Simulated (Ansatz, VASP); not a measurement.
## Sc: VASP beside Ansatz

One calculation is typed for both programs; each brings its own data sets. How far apart do they land? The cell is taken from a series of runs on this material, whose earlier steps may have relaxed, scaled, displaced or heated it; both programs get it as it stands.

Calculated with Ansatz 0.2.0; plane waves, with VASP 6.6.1 beside it; zone-centre phonons at LDA.

## 1. The structure

Symmetry: P6_3/mmc, No. 194, hexagonal system. Conventional cell: a = 3.167 Å, b = 3.167 Å, c = 4.872 Å, α = 90.00°, β = 90.00°, γ = 120.00°. Nearest to Sc lie 12 Sc at 3.05 to 3.17 Å.

## 2. VASP: zone-centre phonons, LDA, pair 1

Second derivatives magnify differences that forces hide, and they need a tight electronic threshold.

Lines of VASP's logs that name or quote its potential files are left out, and so is its time.

The input, INCAR:

```
SYSTEM = Sc
PREC = Accurate
ENCUT = 500
EDIFF = 1E-08
NELM = 120
ISMEAR = 1
SIGMA = 0.2
LREAL = .FALSE.
ALGO = Normal
GGA = CA
NBANDS = 17
LASPH = .TRUE.
LORBIT = 11
LWAVE = .FALSE.
LCHARG = .FALSE.
ISIF = 2
IBRION = 8
GGA_COMPAT = .FALSE.
KPAR = 2
```

The input, POSCAR:

```
Sc
1.0
    3.1671690994      0.0000000000      0.0000000000
   -1.5835845497      2.7428488981      0.0000000000
    0.0000000000      0.0000000000      4.8723252240
Sc
2
Direct
    0.3333333333      0.6666666667      0.2500000000
    0.6666666667      0.3333333333      0.7500000000
```

The input, KPOINTS:

```
Automatic mesh
0
Gamma
15 15 8
0 0 0
```

Potentials, in the order of the species: Sc_sv (LDA family, release 64).

On the command line:

```
mpirun -np 2 vasp_std
```

Numbers of over 12 decimals in the logs are rounded to 6 here.

The program printed:

```text
[banner, memory and clock lines left out]
running    2 mpi-ranks, on    1 nodes
 distrk:  each k-point on    1 cores,    2 groups
 distr:  one band on    1 cores,    1 groups

 POSCAR found type information on POSCAR Sc
 POSCAR found :  1 types and       2 ions
 LDA part: xc-table for (Slater(with rela. corr.)+CA(PZ))
 , standard interpolation
 POSCAR, INCAR and KPOINTS ok, starting setup
 FFT: planning ... GRIDC
 FFT: planning ... GRID_SOFT
 FFT: planning ... GRID
 WAVECAR not read
 entering main loop
       N       E                     dE             d eps       ncg     rms          rms(c)
DAV:   1     0.352784824894E+03    0.35278E+03   -0.10781E+04  4614   0.142E+03
DAV:   2     0.526054080553E+01   -0.34752E+03   -0.34166E+03  5822   0.591E+02
DAV:   3    -0.142897271857E+02   -0.19550E+02   -0.18822E+02  7700   0.174E+02
DAV:   4    -0.145989896080E+02   -0.30926E+00   -0.30395E+00  6703   0.202E+01
DAV:   5    -0.146032928017E+02   -0.43032E-02   -0.43015E-02  7896   0.256E+00    0.897E+00
DAV:   6    -0.135788508958E+02    0.10244E+01   -0.22157E+00  5986   0.189E+01    0.282E+00
DAV:   7    -0.134255725039E+02    0.15328E+00   -0.55823E-01  6193   0.863E+00    0.690E-01
DAV:   8    -0.134126074345E+02    0.12965E-01   -0.21311E-02  6717   0.207E+00    0.189E-01
DAV:   9    -0.134121085016E+02    0.49893E-03   -0.32539E-03  6430   0.670E-01    0.180E-02
DAV:  10    -0.134121283071E+02   -0.19806E-04   -0.70610E-05  7353   0.126E-01    0.357E-03
DAV:  11    -0.134121287939E+02   -0.48682E-06   -0.10543E-06  6999   0.120E-02    0.903E-04
DAV:  12    -0.134121287984E+02   -0.44929E-08   -0.68975E-08  6883   0.349E-03
   1 F= -.13412129E+02 E0= -.13412088E+02  d E =-.121739E-03
 Linear response reoptimize wavefunctions to high precision
DAV:   1    -0.134121287884E+02    0.10031E-07   -0.85962E-09  6431   0.100E-03
DAV:   2    -0.134121287884E+02   -0.34561E-10   -0.23664E-10  4019   0.237E-04
 Linear response DOF=           2
 Linear response progress:
  Degree of freedom:   1/  2
       N       E                     dE             d eps       ncg     rms          rms(c)
RMM:   1    -0.717813624376E+00   -0.71781E+00   -0.10053E+02 19362   0.294E+02
RMM:   2    -0.718139185640E+00   -0.32556E-03   -0.20530E-01 31276   0.543E+00    0.108E-01
RMM:   3    -0.719529341448E+00   -0.13902E-02   -0.91094E-03 32963   0.104E+00    0.410E-02
RMM:   4    -0.718621682030E+00    0.90766E-03   -0.12470E-03 39791   0.293E-01    0.193E-02
RMM:   5    -0.718408681611E+00    0.21300E-03   -0.12237E-04 41288   0.984E-02    0.786E-03
RMM:   6    -0.718426405066E+00   -0.17723E-04   -0.16440E-05 38415   0.358E-02    0.531E-03
RMM:   7    -0.718450684272E+00   -0.24279E-04   -0.62277E-06 38919   0.195E-02    0.342E-03
RMM:   8    -0.718552151317E+00   -0.10147E-03   -0.25154E-06 38759   0.126E-02    0.733E-04
RMM:   9    -0.718533743309E+00    0.18408E-04   -0.15977E-06 39397   0.105E-02    0.125E-04
RMM:  10    -0.718532260959E+00    0.14823E-05   -0.18010E-06 38062   0.101E-02    0.534E-05
RMM:  11    -0.718532465527E+00   -0.20457E-06   -0.27351E-06 39134   0.974E-03    0.275E-05
RMM:  12    -0.718533082731E+00   -0.61720E-06   -0.25530E-06 39490   0.976E-03    0.244E-05
RMM:  13    -0.718533075479E+00    0.72526E-08   -0.21923E-06 40454   0.961E-03    0.936E-06
RMM:  14    -0.718533176065E+00   -0.10059E-06   -0.18123E-06 41043   0.967E-03    0.109E-05
[...]
RMM:  18    -0.718533246177E+00   -0.78604E-08   -0.89726E-07 44061   0.965E-03    0.201E-06
RMM:  19    -0.718533246926E+00   -0.74970E-09   -0.75527E-07 44668   0.964E-03    0.233E-06
RMM:  20    -0.718533245663E+00    0.12634E-08   -0.63923E-07 45322   0.966E-03    0.310E-06
RMM:  21    -0.718533244955E+00    0.70813E-09   -0.57517E-07 45764   0.965E-03    0.352E-06
RMM:  22    -0.718533245717E+00   -0.76167E-09   -0.51321E-07 46448   0.966E-03    0.386E-06
RMM:  23    -0.718533244188E+00    0.15283E-08   -0.47496E-07 46752   0.966E-03    0.408E-06
RMM:  24    -0.718533243631E+00    0.55693E-09   -0.48825E-07 47452   0.967E-03    0.434E-06
RMM:  25    -0.718533242964E+00    0.66719E-09   -0.44275E-07 47695   0.966E-03    0.434E-06
 first order change of Fermi-energy   0.12850E-04
 force on displaced ion       1 direction 1 :  -1.698  -0.001   0.000
 Linear response progress:
  Degree of freedom:   2/  2
       N       E                     dE             d eps       ncg     rms          rms(c)
RMM:   1    -0.788621667093E+00   -0.78862E+00   -0.10171E+02  6619   0.297E+02
RMM:   2    -0.789981960874E+00   -0.13603E-02   -0.21888E-01 10604   0.554E+00    0.135E-01
RMM:   3    -0.792627393007E+00   -0.26454E-02   -0.80763E-03 10940   0.104E+00    0.471E-02
RMM:   4    -0.791713769885E+00    0.91362E-03   -0.15477E-03 13349   0.308E-01    0.179E-02
RMM:   5    -0.791471478021E+00    0.24229E-03   -0.15604E-04 13394   0.873E-02    0.115E-02
RMM:   6    -0.791420481022E+00    0.50997E-04   -0.35040E-05 12164   0.379E-02    0.612E-03
RMM:   7    -0.791420043714E+00    0.43731E-06   -0.23938E-05 13849   0.257E-02    0.173E-03
RMM:   8    -0.791441882002E+00   -0.21838E-04   -0.14367E-05 12802   0.142E-02    0.555E-04
RMM:   9    -0.791450717070E+00   -0.88351E-05   -0.11042E-05 13451   0.108E-02    0.358E-04
RMM:  10    -0.791457527687E+00   -0.68106E-05   -0.63696E-06 12826   0.101E-02    0.115E-04
RMM:  11    -0.791460551375E+00   -0.30237E-05   -0.55547E-06 13449   0.997E-03    0.420E-05
RMM:  12    -0.791460424101E+00    0.12727E-06   -0.58609E-06 13123   0.101E-02    0.248E-05
RMM:  13    -0.791460792891E+00   -0.36879E-06   -0.61934E-06 13975   0.100E-02    0.134E-05
RMM:  14    -0.791461188306E+00   -0.39542E-06   -0.65430E-06 13763   0.101E-02    0.104E-05
RMM:  15    -0.791461061583E+00    0.12672E-06   -0.64107E-06 14341   0.101E-02    0.327E-06
RMM:  16    -0.791461034287E+00    0.27296E-07   -0.62527E-06 14357   0.101E-02    0.364E-06
RMM:  17    -0.791461007240E+00    0.27047E-07   -0.59944E-06 14904   0.101E-02    0.314E-06
RMM:  18    -0.791460969394E+00    0.37845E-07   -0.56842E-06 14845   0.101E-02    0.397E-06
RMM:  19    -0.791460920766E+00    0.48629E-07   -0.50030E-06 15223   0.101E-02    0.387E-06
RMM:  20    -0.791460854238E+00    0.66528E-07   -0.42847E-06 15204   0.102E-02    0.440E-06
RMM:  21    -0.791460785210E+00    0.69028E-07   -0.34047E-06 15601   0.102E-02    0.439E-06
 first order change of Fermi-energy   0.38809E-04
 force on displaced ion       1 direction 3 :  -0.000   0.000  -5.720
 Linear response finished
```

Parts of OUTCAR (step 2):

```text
ion  position               nearest neighbor table
   1  0.333  0.667  0.250-   2 3.05   2 3.05   2 3.05   2 3.05   2 3.05   2 3.05
   2  0.667  0.333  0.750-   1 3.05   1 3.05   1 3.05   1 3.05   1 3.05   1 3.05

  LATTYP: Found a hexagonal cell.
 ALAT       =     3.1671690994
 C/A-ratio  =     1.5383849334

 Subroutine GETGRP returns: Found 24 space group operations
 (whereof 12 operations were pure point group operations)

The static configuration has the point symmetry D_3d.
 The point group associated with its full space group is D_6h.

 Found    135 irreducible k-points:

   k-points           NKPTS =    135   k-points in BZ     NKDIM =    135   number of bands    NBANDS=     17

   dimension x,y,z NGX =    24 NGY =   24 NGZ =   36
   dimension x,y,z NGXF=    48 NGYF=   48 NGZF=   72

   ENCUT  =  500.0 eV  36.75 Ry    6.06 a.u.   5.77  5.77  8.88*2*pi/ulx,y,z

   NELECT =      22.0000    total number of electrons

 k-points in reciprocal lattice and weights: Automatic mesh
   0.00000000  0.00000000  0.00000000       0.001
   0.06666667 -0.00000000  0.00000000       0.003
   0.13333333 -0.00000000  0.00000000       0.003
   0.20000000  0.00000000  0.00000000       0.003
   0.26666667 -0.00000000  0.00000000       0.003
   0.33333333 -0.00000000  0.00000000       0.003
   0.40000000  0.00000000  0.00000000       0.003
   0.46666667 -0.00000000  0.00000000       0.003
   0.06666667  0.06666667  0.00000000       0.003
[...]
0.33333333  0.26666667  0.50000000       0.007
   0.33333333  0.33333333  0.50000000       0.001

 average (electrostatic) potential at core
       1 -45.8335       2 -45.8335

  Total        1.1377604      1.1377604      1.1410698      0.0000000      0.0000000     -0.0000000
  in kB       43.0677322     43.0677322     43.1930018      0.0000000      0.0000000     -0.0000000
  external PRESSURE =      43.1094887 kB  Pullay stress =       0.0000000 kB

  energy-cutoff  :      500.00
  volume of cell :       42.33
      direct lattice vectors                 reciprocal lattice vectors
     3.167169099  0.000000000  0.000000000     0.315739378  0.182292215  0.000000000
    -1.583584550  2.742848898  0.000000000     0.000000000  0.364584429  0.000000000
     0.000000000  0.000000000  4.872325224     0.000000000  0.000000000  0.205240815

 POSITION                                       TOTAL-FORCE (eV/Angst)
 -----------------------------------------------------------------------------------
     -0.00000      1.82857      1.21808        -0.000000      0.000000      0.000000
      1.58358      0.91428      3.65424         0.000000     -0.000000      0.000000
 -----------------------------------------------------------------------------------
    total drift:                               -0.000000      0.000000     -0.000000

 Eigenvectors and eigenvalues of the dynamical matrix
 ----------------------------------------------------

   1 f  =    7.885920 THz    49.548696 2PiTHz  263.045975 cm-1    32.613530 meV
             X         Y         Z           dx          dy          dz
     -0.000000  1.828566  1.218081     0.000000    0.000000   -0.707107
      1.583585  0.914283  3.654244     0.000000    0.000000    0.707107

   2 f  =    4.296692 THz    26.996914 2PiTHz  143.322227 cm-1    17.769683 meV
             X         Y         Z           dx          dy          dz
     -0.000000  1.828566  1.218081    -0.707107    0.000000    0.000000
      1.583585  0.914283  3.654244     0.707107    0.000000    0.000000

   3 f  =    4.296692 THz    26.996914 2PiTHz  143.322227 cm-1    17.769683 meV
             X         Y         Z           dx          dy          dz
     -0.000000  1.828566  1.218081    -0.000000    0.707107    0.000000
      1.583585  0.914283  3.654244    -0.000000   -0.707107    0.000000

   4 f  =    0.000000 THz     0.000000 2PiTHz    0.000002 cm-1     0.000000 meV
             X         Y         Z           dx          dy          dz
     -0.000000  1.828566  1.218081     0.270598   -0.653281    0.000000
      1.583585  0.914283  3.654244     0.270598   -0.653281    0.000000

   5 f  =    0.000000 THz     0.000000 2PiTHz    0.000000 cm-1     0.000000 meV
             X         Y         Z           dx          dy          dz
     -0.000000  1.828566  1.218081     0.000000    0.000000    0.707107
      1.583585  0.914283  3.654244     0.000000    0.000000    0.707107

   6 f/i=    0.000000 THz     0.000000 2PiTHz    0.000001 cm-1     0.000000 meV
             X         Y         Z           dx          dy          dz
     -0.000000  1.828566  1.218081    -0.653281   -0.270598    0.000000
      1.583585  0.914283  3.654244    -0.653281   -0.270598    0.000000

 ELASTIC MODULI CONTR FROM IONIC RELAXATION (kBar)
 Direction    XX          YY          ZZ          XY          YZ          ZX
 --------------------------------------------------------------------------------
 XX         -83.6241     83.6241      0.0000      0.0000      0.0000     -0.0000
 YY          83.6241    -83.6241     -0.0000      0.0000     -0.0000      0.0000
 ZZ           0.0000     -0.0000     -0.0000      0.0000     -0.0000      0.0000
 XY           0.0000      0.0000      0.0000    -83.6241      0.0000     -0.0000
 YZ           0.0000     -0.0000     -0.0000      0.0000     -0.0000      0.0000
 ZX          -0.0000      0.0000      0.0000     -0.0000      0.0000     -0.0000
 --------------------------------------------------------------------------------
```

## 3. Ansatz: zone-centre phonons, LDA, pair 1

Ansatz runs on its PAW soft_1 files.

The same cell, functional (in two slightly different forms), mesh and smearing now go to Ansatz, which takes its cutoff from its data sets.

The input, input.yaml:

```yaml
crystal:
  lattice:
    - [3.1671690994, 0.0, 0.0]
    - [-1.5835845497, 2.7428488981, 0.0]
    - [0.0, 0.0, 4.872325224]
  atoms:
    - { symbol: Sc, position: [0.3333333333, 0.6666666667, 0.25] }
    - { symbol: Sc, position: [0.6666666667, 0.3333333333, 0.75] }
kpoints:
  mp_grid: { grid: [15, 15, 8] }
hamiltonian:
  xc: lda
  pseudopotentials: { kind: paw, azcp: { folder: soft_1 }, xc_functional: pbe }
scf:
  occupations: { method: methfessel_paxton, width: 0.2 }
output:
  eigenvalues: true
phonons:
  method: dfpt
```

On the command line:

```
ansatz run input.yaml --threads 4 --pin off --max-ram 10240MiB --backend cpu --events-out ev --progress --plain --runs-dir out
```

The program printed:

```text
zone centre: on kpoints.mp_grid the ground state, and the responses unless they are solved on pairs of k-points, stand on 320 of the mesh's 1800 k-points, reduced under 4 symmetry operations, with k and −k counted as one. Each operation leaves every solved displacement unchanged or reverses it
Engine: ansatz 0.2.0, x86_64-unknown-linux-gnu
Pseudopotentials: kind: paw
Pseudopotential: Sc, paw, valence charge 11, recommended cutoff 420 eV (normal), soft_1/Sc.paw.azcp
Functional definition: SPW92
  exchange = slater_x
  correlation = pw_c
Crystal: 2 atoms, lattice volume = 42.326 Å³
Basis set: ecut = 420 eV, 833 PW (Γ), exchange–correlation on 48×48×72 points (8 copies of the dense FFT grid, shifted against one another)
Bands: 15, of which v1, the nominal top of the filled ones, is band 11 counted from 1 (10 counted from 0)
Symmetry: 24 space group operations
k-points: 320 of 1800 (irreducible under 4 space group operations, time reversal used)
Non-local potential: Sc, projectors of the file, l = 0: 3, l = 1: 2, l = 2: 3, l = 3: 1
PAW form: soft (Blöchl's): semilocal exchange-correlation on the pseudo side does not see the compensation charge
PAW frozen core: Sc, regenerated for the run's functional, and the local potential with it (the file was generated under x = pbe(κ = 0.804, μ = 0.219515), c = pbe(β = 0.066725))
PAW one-centre angular grid: Sc, 590 points (default); XC on 64 Gauss nodes
Initial density: superposition of atomic densities (chi_scale 0.1, normalization cell)
Initial wavefunctions: pseudopotential atomic-orbital guess
Functional: x = slater, c = lda
SCF iter   1: F=—  HF=-4178.109779 eV  |F-HF|=—  |Δ(HF+E_count)|=         —  Δρ=2.44e-2  dr2=2.91e-1  ethr=3.10e-3  ⟨swp⟩=3.1  Hψ=17771  notcnv=0
preconditioner: auto → none  [metal: Δε(μ)=0.020 eV  Ē_g=2.828 eV  σ=0.200 eV  W_gap=0.09  n_scr=8 (ndim 8)  ℏωp=14.0 eV  f_vac=0.000  D(μ)=3.35/eV (n_scr^D=34)  sad-step TF]
SCF iter   2: F=—  HF=-4178.029628 eV  |F-HF|=—  |Δ(HF+E_count)|=   8.02e-2  S|Δr|=    0.00e0  Δρ=1.35e-2  dr2=9.78e-2  ethr=1.32e-3  ⟨swp⟩=2.0  Hψ=8363  notcnv=0  defer=4
SCF iter   3: F=—  HF=-4177.994108 eV  |F-HF|=—  |Δ(HF+E_count)|=   3.55e-2  S|Δr|=    0.00e0  Δρ=9.44e-4  dr2=2.08e-4  ethr=4.44e-4  ⟨swp⟩=3.0  Hψ=9310  notcnv=0  defer=4
SCF iter   4: F=—  HF=-4177.994353 eV  |F-HF|=—  |Δ(HF+E_count)|=   2.45e-4  S|Δr|=    0.00e0  Δρ=6.75e-5  dr2=1.21e-6  ethr=9.47e-7  ⟨swp⟩=2.6  Hψ=7791  notcnv=0  defer=4
SCF iter   5: F=—  HF=-4177.994353 eV  |F-HF|=—  |Δ(HF+E_count)|=   4.65e-7  S|Δr|=    0.00e0  Δρ=1.33e-5  dr2=6.52e-8  ethr=5.50e-9  ⟨swp⟩=2.0  Hψ=5829  notcnv=0  defer=4
SCF iter   6: F=—  HF=-4177.994353 eV  |F-HF|=—  |Δ(HF+E_count)|=   2.50e-8  S|Δr|=    0.00e0  Δρ=1.57e-6  dr2=6.95e-10  ethr=2.96e-10  ⟨swp⟩=2.8  Hψ=8545  notcnv=0  defer=4
SCF iter   7: F=—  HF=-4177.994353 eV  |F-HF|=—  |Δ(HF+E_count)|=  1.31e-10  S|Δr|=    0.00e0  Δρ=4.85e-7  dr2=9.00e-11  ethr=3.16e-12  ⟨swp⟩=2.0  Hψ=8385  notcnv=0  defer=4
SCF iter   8: F=-4177.994353 eV  HF=-4177.994353 eV  |F-HF|=4.55e-12  |Δ(HF+E_count)|=  2.91e-11  S|Δr|=    0.00e0  Δρ=1.25e-7  dr2=5.76e-12  ethr=1.00e-12  ⟨swp⟩=3.0  Hψ=18686  notcnv=0
SCF 1 converged in 8 iterations: F = -4177.994353 eV  dr2 = 5.76e-12
  greatest PAW one-centre occupation: 0.998 electrons in one spin orbital (limit 2), on the Sc atom at site 1 (counted from 0), in its partial waves of l = 0
DFPT response loops at Γ: preconditioner auto → Kerker (q_TF=auto, 2.446 Å⁻¹) (partly filled bands, converged f_vac=0.000); β = 1.00, the filter's whole step (`scf.mixing.beta` (0.50) is not read by the response loops under this deck's `scf.mixing.preconditioner`; to damp them name `kerker` or `kerker_dos`, under which they read `scf.mixing.beta`, and type it under 1.00, their step now; both keys bind the ground state too); Broyden in place of MSR1
SCF converged after 8 iterations
Stability not checked: this state was not tested for a lower state beside it, because cold or Methfessel-Paxton smearing, or corrected tetrahedra, fill the levels in a way that the test cannot read (fill_not_monotonic; see scf.lower_state_search)
Free energy (F): -4177.994353 eV
Harris-Foulkes:  -4177.994353 eV  (|F-HF|=4.55e-12)
Internal energy: -4177.994178 eV  (E = F + TS)
E sigma→0 (E₀):  -4177.994310 eV
Entropy (-TS):   -0.000175 eV (-0.088 meV/atom)
Fermi energy:    10.661755 eV
Step filling:    the computed levels leave a gap of 0.0000 eV = 0.0 smearing widths at the electron count; against every level under it full and every level over it empty, smearing changes F+E_penalty+E_count by +2.087 meV and its σ→0 estimate by +2.130 meV
--- Per-component energies (eV) ---
  E_band       = -295.954774
  E_kinetic    = 418.552118
  E_local      = -1574.411964  (includes V_loc(G=0)·N_el)
  E_nonlocal   = 293.724509
  E_hartree    = 562.787640
  E_xc         = -170.595906
  E_vxc        = -211.069862  (∫ρ·V_xc dr)
  E_paw        = -1890.274328  (= ΣΔE_a)
  E_vpaw       = -348.325027  (= ΣTr[D̂ρ^β])
  E_aug_tail   = 0.000058  (compensation charges beyond the density's cutoff)
  E_ewald      = -1818.386152
  E_core_change = 0.609846  (= ΣΔE_core)
  E_smearing   = -0.000175  (= −TS)
  E_closure    = 0.000000  (closes the sum)
  Σ components = -4177.994353   (vs F -4177.994353, Δ=0.00e0)
--- Band table (eV; the first three rows and the last of 320) ---
  k-point 0: bands = [... 7 lower, -16.4041, 5.3529, 8.8165, 11.8921, 12.3627, 12.3627, 12.7821, 12.9381]
  k-point 1: bands = [... 7 lower, -16.4345, 5.4774, 8.7297, 11.7511, 12.2865, 12.2865, 12.6948, 12.8500]
  k-point 2: bands = [... 7 lower, -16.4758, 5.8393, 8.4131, 11.5371, 12.1832, 12.1832, 12.4521, 12.6426]
  k-point 319: bands = [... 7 lower, -16.5396, 9.2556, 9.2556, 10.8482, 10.8482, 11.4858, 11.4858, 13.1617]
--- Phonons (Γ-DFPT): 2 representative perturbations + reference, on 320 of 1800 k-points (Σ response iterations 6) ---
  k mesh reduced under 4 symmetry operations, with k and −k counted as one. Each operation leaves every solved displacement unchanged or reverses it
  ASR residual: 8.132e-5 → 0.000e0 eV/Å²; symmetrization residual: 2.884e-13 eV/Å²
  ASR residual per site (eV/Å²): 8.13e-5 8.13e-5
  Γ frequencies (cm⁻¹): 0.00 0.00 0.00 143.05 143.05 261.66
  non-analytic LO–TO correction: not included (Born effective charges unavailable; polar crystals: no LO–TO splitting at Γ)
```

## 4. Comparison

Known differences besides the potentials themselves: the two LDA forms differ slightly; the cutoff is 420 eV in Ansatz and 500 eV in VASP; VASP's log shows a relativistic correction to its local exchange, Ansatz's none. Total energies have different zeros and are not compared.

The two programs side by side:

```
                  quantity  Ansatz   VASP  difference
optical mode 1 to 2 (cm⁻¹)   143.1  143.3     -0.19 %
     optical mode 3 (cm⁻¹)   261.7  263.0     -0.53 %
```

Modes are paired by rising frequency, not by their patterns, so a pair may set unlike modes beside each other; they are those without the splitting of longitudinal modes.

(Continued in part 2 of 2.)

[Lines on the potential files, build, host, timing and source positions are cut from VASP's logs without a mark.]

[Logs are printed without paths, hosts, clocks, repeated set-up lines and the standing remarks that a program may print on its own settings, such as how far it seeks lower states.]

[Hosts, paths, dates, database ids (printed as entryN), source tags and the programs' standing remarks are cut or masked in the printed files.]
